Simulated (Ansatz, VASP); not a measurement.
**Two plane-wave programs on Os2Rh**

Contents of INCAR:

```
PREC = Accurate ; ENCUT = 600
EDIFF = 1E-6 ; ISMEAR = 0
SIGMA = 0.1 ; LREAL = False
LASPH = True ; NELM = 80
ALGO = Fast ; ISIF = 3
LWAVE = False ; LCHARG = False
GGA = PE ; IBRION = 2
NSW = 90 ; EDIFFG = -0.04
```

KPOINTS

```
regular mesh
0
Gamma
  4 4 4
```

The input POSCAR:

```
Os2Rh
1.0
    0.0000000000      3.4143010041      3.4143010041
    3.4143010041      0.0000000000      3.4143010041
    3.4143010041      3.4143010041      0.0000000000
Os Rh
4 2
Direct
    0.6250000000      0.6250000000      0.6250000000
    0.1250000000      0.6250000000      0.6250000000
    0.6250000000      0.6250000000      0.1250000000
    0.6250000000      0.1250000000      0.6250000000
    0.0000000000      0.0000000000      0.0000000000
    0.2500000000      0.2500000000      0.2500000000
```

Input for Ansatz:

```yaml
crystal:
  lattice:
    - [0.0, 3.4143010041, 3.4143010041]
    - [3.4143010041, 0.0, 3.4143010041]
    - [3.4143010041, 3.4143010041, 0.0]
  atoms:
    - { symbol: Os, position: [0.625, 0.625, 0.625] }
    - { symbol: Os, position: [0.125, 0.625, 0.625] }
    - { symbol: Os, position: [0.625, 0.625, 0.125] }
    - { symbol: Os, position: [0.625, 0.125, 0.625] }
    - { symbol: Rh, position: [0.0, 0.0, 0.0] }
    - { symbol: Rh, position: [0.25, 0.25, 0.25] }
basis:
  ecutwfc: 420
kpoints:
  mp_grid: { grid: [4, 4, 4] }
hamiltonian:
  xc: pbe
scf:
  occupations: { method: gaussian, width: 0.1 }
  lower_state_search: "off"
output:
  forces: true
  stress: true
  eigenvalues: true
relax:
  adjacent_minimum: "off"
  f_tol: 0.04
  max_steps: 70
  cell: { stress_tol: 0.4 }
```

Alike in both runs: task relaxation of cell and atoms; functional PBE; k mesh 4 × 4 × 4; occupations gaussian, width 0.1 eV; no spin polarisation.

|  | VASP | Ansatz |
| --- | --- | --- |
| version | VASP 6.6.1 | Ansatz 0.2.0 |
| potentials or method | VASP PAW PBE potentials, release 64 (Os, Rh_pv) | scalar-relativistic, plane waves, PAW |
| plane-wave cutoff (eV) | 600 | 420 |
| valence electrons in the cell | 62 | 98 |

```csv
,VASP,Ansatz,Ansatz less VASP
"gap on the k mesh at the Fermi level, each at its own relaxed structure (eV)",none,none,-
relaxed volume (Å³/atom),15.48,15.48,0.000
relaxed cell length with the largest relative difference (Å),5.083,5.083,0.0000
energy change over the relaxation (meV/atom),-388,-379,+9.6
```

A gap of «none» marks a metal or a gap that the smearing closes. The two sets of potentials don't hold the same shells in valence.

Caveats: the k mesh is coarse (spacing up to 0.40 Å⁻¹), so the values aren't converged; the volume moved by over 15 % at a fixed basis, so the end points are rough (VASP). Spin-orbit coupling is left out, which matters for the levels of Os.
